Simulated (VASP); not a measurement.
## Lattice vibrations of ZrB2

Aim: the phonon dispersion and thermal properties of ZrB2. The start is a cell from a database of measured crystal structures.

Program: VASP 6.6.1. Level of theory: PBEsol; plane waves and PAW (Zr_sv, B). Results are calculated unless marked as measured.

## 1. Starting point

Symmetry: P6/mmm, No. 191, hexagonal system. The conventional cell has a = 3.170 Å, b = 3.170 Å, c = 3.533 Å, α = 90.00°, β = 90.00°, γ = 120.00°. Nearest to Zr lie 12 B at 2.54 Å. Nearest to B lie 3 B at 1.83 Å and 6 Zr at 2.54 Å. Farther neighbours are not listed.

Structure file:

```xyz
3
Lattice="3.1700 0.0000 0.0000 -1.5850 2.7453 0.0000 0.0000 0.0000 3.5330" Properties=species:S:1:pos:R:3 pbc="T T T"
Zr    0.0000    0.0000    0.0000
B     1.5850    0.9151    1.7665
B     0.0000    1.8302    1.7665
```

## 2. Relax the host

First cell and atoms are relaxed at a raised cutoff, so that later runs start from this functional's own cell.

The input, INCAR:

```
SYSTEM = ZrB2
PREC = Accurate
ENCUT = 420
EDIFF = 1E-06
NELM = 120
ISMEAR = 0
SIGMA = 0.05
LREAL = .FALSE.
ALGO = Normal
GGA = PS
NBANDS = 15
LASPH = .TRUE.
LORBIT = 11
LWAVE = .FALSE.
LCHARG = .FALSE.
KPAR = 4
IBRION = 2
NSW = 40
ISIF = 3
EDIFFG = -0.02
POTIM = 0.4
```

The input, POSCAR:

```
ZrB2
1.0
    3.1700000000      0.0000000000      0.0000000000
   -1.5850000000      2.7453005300      0.0000000000
    0.0000000000      0.0000000000      3.5330000000
Zr B
1 2
Direct
    0.0000000000      0.0000000000      0.0000000000
    0.6666666667      0.3333333333      0.5000000000
    0.3333333333      0.6666666667      0.5000000000
```

The input, KPOINTS:

```
Automatic mesh
0
Gamma
7 7 5
0 0 0
```

Potentials, in the order of the species: Zr_sv and B (PBE family, release 64).

Started as:

```
$ mpirun -np 4 vasp_std
```

Log:

```text
[banner, memory and clock lines left out]
running    4 mpi-ranks, on    1 nodes
 distrk:  each k-point on    1 cores,    4 groups
 distr:  one band on    1 cores,    1 groups

 POSCAR found type information on POSCAR ZrB
 POSCAR found :  2 types and       3 ions
|                                                                             |
|               ----> ADVICE to this user running VASP <----                  |
|                                                                             |
|     You enforced a specific xc type in the INCAR file but a different       |
|     [... a line on the potential file left out ...]
|     I HOPE YOU KNOW WHAT YOU ARE DOING!                                     |
|                                                                             |

 LDA part: xc-table for (Slater+PW92), standard interpolation
 POSCAR, INCAR and KPOINTS ok, starting setup
 FFT: planning ... GRIDC
 FFT: planning ... GRID_SOFT
 FFT: planning ... GRID
 WAVECAR not read
 entering main loop
       N       E                     dE             d eps       ncg     rms          rms(c)
DAV:   1     0.835760394578E+02    0.83576E+02   -0.84841E+03   720   0.101E+03
DAV:   2    -0.253048944288E+02   -0.10888E+03   -0.10446E+03   902   0.273E+02
DAV:   3    -0.288705974273E+02   -0.35657E+01   -0.35493E+01  1161   0.423E+01
DAV:   4    -0.289211475490E+02   -0.50550E-01   -0.50529E-01   809   0.470E+00
DAV:   5    -0.289219198144E+02   -0.77227E-03   -0.77225E-03  1128   0.451E-01    0.222E+01
DAV:   6    -0.264156113546E+02    0.25063E+01   -0.57778E+00   867   0.167E+01    0.915E+00
DAV:   7    -0.263673958422E+02    0.48216E-01   -0.65924E-01  1049   0.517E+00    0.326E+00
DAV:   8    -0.263666101371E+02    0.78571E-03   -0.88765E-02   840   0.249E+00    0.549E-01
DAV:   9    -0.263634151809E+02    0.31950E-02   -0.18376E-02   906   0.102E+00    0.189E-01
DAV:  10    -0.263630882489E+02    0.32693E-03   -0.14533E-03   848   0.352E-01    0.397E-02
DAV:  11    -0.263630947333E+02   -0.64844E-05   -0.58273E-05   980   0.721E-02    0.146E-02
DAV:  12    -0.263630925644E+02    0.21690E-05   -0.37639E-06   860   0.131E-02    0.444E-03
DAV:  13    -0.263630923676E+02    0.19674E-06   -0.48169E-07   409   0.578E-03
   1 F= -.26363092E+02 E0= -.26361488E+02  d E =-.263631E+02
 curvature:   0.00 expect dE= 0.000E+00 dE for cont linesearch  0.000E+00
 trial: gam= 0.00000 g(F)=  0.399E-50 g(S)=  0.189E-01 ort = 0.000E+00 (trialstep = 0.100E+01)
 search vector abs. value=  0.189E-01
 bond charge predicted
       N       E                     dE             d eps       ncg     rms          rms(c)
DAV:   1    -0.264416577800E+02   -0.78565E-01   -0.24051E+00   847   0.153E+01    0.366E+00
DAV:   2    -0.263707456032E+02    0.70912E-01   -0.18190E-01   813   0.451E+00    0.928E-01
DAV:   3    -0.263626641202E+02    0.80815E-02   -0.56426E-02  1123   0.173E+00    0.384E-01
DAV:   4    -0.263641189812E+02   -0.14549E-02   -0.22085E-03  1043   0.322E-01    0.177E-01
DAV:   5    -0.263651612058E+02   -0.10422E-02   -0.22351E-03  1105   0.275E-01    0.128E-01
DAV:   6    -0.263652957509E+02   -0.13455E-03   -0.90600E-05  1099   0.787E-02    0.394E-02
DAV:   7    -0.263653094276E+02   -0.13677E-04   -0.14880E-05  1046   0.325E-02    0.112E-02
DAV:   8    -0.263653107173E+02   -0.12897E-05   -0.53387E-07   438   0.793E-03    0.528E-03
DAV:   9    -0.263653112889E+02   -0.57159E-06   -0.31050E-07   423   0.601E-03
   2 F= -.26365311E+02 E0= -.26363761E+02  d E =-.221892E-02
[...]
3 F= -.26368497E+02 E0= -.26366924E+02  d E =-.540493E-02
 curvature:  -0.28 expect dE=-0.980E-04 dE for cont linesearch -0.301E-08
 trial: gam= 0.01929 g(F)=  0.153E-49 g(S)=  0.349E-03 ort =-0.142E-04 (trialstep = 0.914E+00)
 search vector abs. value=  0.356E-03
 bond charge predicted
       N       E                     dE             d eps       ncg     rms          rms(c)
DAV:   1    -0.263689632670E+02   -0.46588E-03   -0.18529E-02   727   0.120E+00    0.977E-02
DAV:   2    -0.263687634427E+02    0.19982E-03   -0.36894E-04   839   0.154E-01    0.511E-02
DAV:   3    -0.263687003322E+02    0.63111E-04   -0.14450E-04   846   0.976E-02    0.142E-02
DAV:   4    -0.263686999660E+02    0.36616E-06   -0.52281E-06   797   0.185E-02
   4 F= -.26368700E+02 E0= -.26367156E+02  d E =-.202667E-03
 trial-energy change:   -0.000203  1 .order   -0.000209   -0.000319   -0.000099
 step:   1.4977(harm=  1.3269)  dis= 0.00000  next Energy=   -26.368730 (dE=-0.233E-03)
 reached required accuracy - stopping structural energy minimisation
```

Elapsed: 19 s, on 4 MPI ranks of AMD EPYC 7R43, shared host; peak memory 0.39 GiB.

The logs omit lines about the potential files and the build; timing stands in the text.

Parts of OUTCAR (step 2):

```text
ion  position               nearest neighbor table
   1  0.000  0.000  0.000-   2 2.54   3 2.54   2 2.54   3 2.54   2 2.54   2 2.54   3 2.54   3 2.54
                             2 2.54   2 2.54   3 2.54   3 2.54
   2  0.667  0.333  0.500-   3 1.83   3 1.83   3 1.83   1 2.54   1 2.54   1 2.54   1 2.54   1 2.54
                             1 2.54
   3  0.333  0.667  0.500-   2 1.83   2 1.83   2 1.83   1 2.54   1 2.54   1 2.54   1 2.54   1 2.54
                             1 2.54

  LATTYP: Found a hexagonal cell.
 ALAT       =     3.1700000000
 C/A-ratio  =     1.1145110410

 Subroutine GETGRP returns: Found 24 space group operations
 (whereof 24 operations were pure point group operations)

The static configuration has the point symmetry D_6h.

 Found     24 irreducible k-points:

   k-points           NKPTS =     24   k-points in BZ     NKDIM =     24   number of bands    NBANDS=     15

   dimension x,y,z NGX =    24 NGY =   24 NGZ =   24
   dimension x,y,z NGXF=    48 NGYF=   48 NGZF=   48

   ENCUT  =  420.0 eV  30.87 Ry    5.56 a.u.   5.30  5.30  5.90*2*pi/ulx,y,z

   NELECT =      18.0000    total number of electrons

 k-points in reciprocal lattice and weights: Automatic mesh
   0.00000000  0.00000000  0.00000000       0.004
   0.14285714  0.00000000  0.00000000       0.024
   0.28571429  0.00000000  0.00000000       0.024
   0.42857143  0.00000000  0.00000000       0.024
   0.14285714  0.14285714  0.00000000       0.024
   0.28571429  0.14285714  0.00000000       0.049
   0.42857143  0.14285714  0.00000000       0.024
   0.28571429  0.28571429  0.00000000       0.024
   0.00000000  0.00000000  0.20000000       0.008
[...]
0.42857143  0.14285714  0.40000000       0.049
   0.28571429  0.28571429  0.40000000       0.049

 average (electrostatic) potential at core
       1 -72.3415       2 -21.9366       3 -21.9366

 E-fermi :  10.2515

 k-point     1 :       0.0000    0.0000    0.0000
  band No.  band energies     occupation
    ...
      5      -2.1704      2.00000
      6       7.9136      2.00000
      7       7.9136      2.00000
      8       7.9551      2.00000
      9       8.3092      2.00000
     10      14.0572      0.00000
     11      14.0572      0.00000
     12      14.9083      0.00000
     13      14.9083      0.00000
     14      15.5461      0.00000
    ...

 k-point     2 :       0.1429    0.0000    0.0000
  band No.  band energies     occupation
    ...
      5      -1.7627      2.00000
      6       6.8592      2.00000
      7       7.8823      2.00000
      8       7.9184      2.00000
      9       8.3025      2.00000
     10      13.3120      0.00000
     11      13.8128      0.00000
     12      14.0488      0.00000
     13      14.5726      0.00000
     14      16.7608      0.00000
    ...

 k-point     3 :       0.2857    0.0000    0.0000
  band No.  band energies     occupation
    ...
      5      -0.6620      2.00000
      6       4.8801      2.00000
      7       7.1644      2.00000
      8       7.7759      2.00000
      9       8.4663      2.00000
     10      12.9968      0.00000
     11      13.3266      0.00000
     12      14.0112      0.00000
     13      14.3321      0.00000
     14      17.0849      0.00000
    ...

  Total        0.0272412      0.0272412     -0.0346382      0.0000000      0.0000000     -0.0000000
  in kB        1.4410968      1.4410968     -1.8324057      0.0000000      0.0000000     -0.0000000
  external PRESSURE =       0.3499293 kB  Pullay stress =       0.0000000 kB

  energy-cutoff  :      420.00
  volume of cell :       30.29
      direct lattice vectors                 reciprocal lattice vectors
     3.158482368  0.000000000  0.000000000     0.316607751  0.182793570  0.000000000
    -1.579241184  2.735325968 -0.000000000    -0.000000000  0.365587141  0.000000000
    -0.000000000 -0.000000000  3.505554553    -0.000000000  0.000000000  0.285261571

 POSITION                                       TOTAL-FORCE (eV/Angst)
 -----------------------------------------------------------------------------------
      1.57924      2.73533      3.50555        -0.000000      0.000000      0.000000
      1.57924      0.91178      1.75278         0.000000     -0.000000      0.000000
     -0.00000      1.82355      1.75278        -0.000000     -0.000000     -0.000000
 -----------------------------------------------------------------------------------
    total drift:                               -0.000000      0.000000     -0.000000

  FREE ENERGIE OF THE ION-ELECTRON SYSTEM (eV)
  ---------------------------------------------------
  free  energy   TOTEN  =       -26.3686999660 eV

  energy  without entropy=      -26.3656113773  energy(sigma->0) =      -26.36715567

 reached required accuracy - stopping structural energy minimisation

 total charge
# of ion       s       p       d       tot
------------------------------------------
    1        2.173   6.032   1.805  10.010
    2        0.665   1.246   0.000   1.911
    3        0.665   1.246   0.000   1.911
--------------------------------------------------
tot          3.503   8.524   1.805  13.832

[... 3 further parts left out ...]
```

CONTCAR:

```
ZrB2
   1.00000000000000
     3.1584823680020317    0.0000000000000000    0.0000000000000000
    -1.5792411840010159    2.7353259680982829   -0.0000000000000000
    -0.0000000000000000   -0.0000000000000000    3.5055545531974910
  Zr              B
     1     2
Direct
     1.0000000000000000    1.0000000000000000    1.0000000000000000
     0.6666666667000030    0.3333333332999970    0.5000000000000000
     0.3333333332999970    0.6666666667000030    0.5000000000000000
```

The k-mesh is coarse for a metal. The PAW data sets were made with PBE, which is usual practice but a small mismatch for other functionals. The run keeps the 24 symmetry operations of its start, so it cannot find a distortion of lower symmetry.

Step by step:

```
step  energy less that of the first step (eV)  largest force (eV/Å)  pressure (GPa)  volume (Å³)
   1                                   0.0000                0.0000           -3.59        30.75
   2                                  -0.0022                0.0000            3.03        29.94
   3                                  -0.0054                0.0000            0.08        30.28
   4                                  -0.0056                0.0000            0.04        30.29
```

```
conventional cell, symmetrised  before  after  change
                         a (Å)   3.170  3.158  -0.4 %
                         b (Å)   3.170  3.158  -0.4 %
                         c (Å)   3.533  3.506  -0.8 %
              volume (Å³/atom)   10.25  10.10  -1.5 %
```

Final coordinates:

```xyz
3
Lattice="3.1585 0.0000 0.0000 -1.5792 2.7353 0.0000 0.0000 0.0000 3.5056" Properties=species:S:1:pos:R:3 pbc="T T T"
Zr    0.0000    0.0000    0.0000
B     1.5792    0.9118    1.7528
B     0.0000    1.8236    1.7528
```

This step gave:

```yaml
electronic_cycles: 34
electrons: 18
free_energy_toten: -26.37 eV
energy_at_zero_smearing: -26.37 eV
fermi_energy: 10.25 eV
pressure: 0.03499 GPa
labelled_metallic_from_the_levels_on_this_mesh: yes
```

The run ended after 4 ionic steps, 0.006 eV below its first step, once forces and stress met EDIFFG = -0.02.

(Continued in part 2 of 4.)

[Lines on the potential files, build, host, timing and source positions are cut from VASP's logs without a mark.]

[Logs are printed without paths, hosts, clocks, repeated set-up lines and the standing remarks that a program may print on its own settings, such as how far it seeks lower states.]

[Hosts, paths, dates, database ids (printed as entryN), source tags and the programs' standing remarks are cut or masked in the printed files.]

[Runs that stopped without an error message from VASP are left out.]
